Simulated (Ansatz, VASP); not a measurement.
Sc3Te: VASP beside Ansatz

Contents of INCAR:

```
  PREC = Accurate
  ENCUT = 520
  EDIFF = 1E-7
  ISMEAR = -1
  SIGMA = 0.05
  LREAL = F
  LASPH = T
  NELM = 100
  ALGO = Fast
  ISIF = 2
  LWAVE = F
  LCHARG = F
  LMAXMIX = 4
  LDAU = T
  LDAUTYPE = 2
  LDAUL = 2 -1
  LDAUU = 5 0
  LDAUJ = 0 0
  LDAUPRINT = 1
  GGA = PE
  NBANDS = 28
```

File KPOINTS:

```
Automatic mesh
0
Gamma
  5 5 5
```

Contents of POSCAR:

```
Sc3Te
1.0
    0.0000000000      3.5695000000      3.5695000000
    3.5695000000      0.0000000000      3.5695000000
    3.5695000000      3.5695000000      0.0000000000
Sc Te
3 1
Direct
    0.2500000000      0.2500000000      0.2500000000
    0.7500000000      0.7500000000      0.7500000000
    0.5000000000      0.5000000000      0.5000000000
    0.0000000000      0.0000000000      0.0000000000
```

The input input.yaml:

```yaml
crystal:
  lattice:
    - [0.0, 3.5695, 3.5695]
    - [3.5695, 0.0, 3.5695]
    - [3.5695, 3.5695, 0.0]
  atoms:
    - { symbol: Sc, position: [0.25, 0.25, 0.25] }
    - { symbol: Sc, position: [0.75, 0.75, 0.75] }
    - { symbol: Sc, position: [0.5, 0.5, 0.5] }
    - { symbol: Te, position: [0.0, 0.0, 0.0] }
hamiltonian:
  xc: pbe
  pseudopotentials: { kind: paw }
  hubbard: { sites: [{ species: Sc, l: d, u_eff: 5.0 }] }
kpoints:
  mp_grid: { grid: [5, 5, 5] }
scf:
  occupations: { method: fermi_dirac, width: 0.05 }
output:
  forces: true
  stress: true
  eigenvalues: true
  write_density: true
  write_potential: true
  elf: true
  volumetric_format: npy
```

The cell was built by a generator and needn't be a form met in nature.

Alike in both runs: task single point; functional PBE; k mesh 5 × 5 × 5; occupations fermi-dirac, width 0.05 eV; no spin polarisation; Hubbard terms Sc d U = 5 eV.

|  | VASP | Ansatz |
| --- | --- | --- |
| version | VASP 6.6.1 | Ansatz 0.2.0 |
| potentials or method | VASP PAW PBE potentials, release 64 (Sc_sv, Te) | Ansatz PAW |
| plane-wave cutoff (eV) | 520 | 420 |
| valence electrons in the cell | 39 | 49 |

|  | VASP | Ansatz | Ansatz less VASP |
| --- | --- | --- | --- |
| gap on the k mesh at the Fermi level (eV) | none | none | - |
| pressure (GPa) | 10.1 | 9.5 | -0.57 |

The programs project onto different local orbitals, so the same U acts differently. A gap of «none» marks a metal or a gap that the smearing closes. The two sets of potentials don't hold the same shells in valence.

Caveats: U without spin polarisation on a metal has little footing; the U is typed as a test and isn't derived for this compound. The runs have no spin-orbit coupling, so splittings on Te are missing.
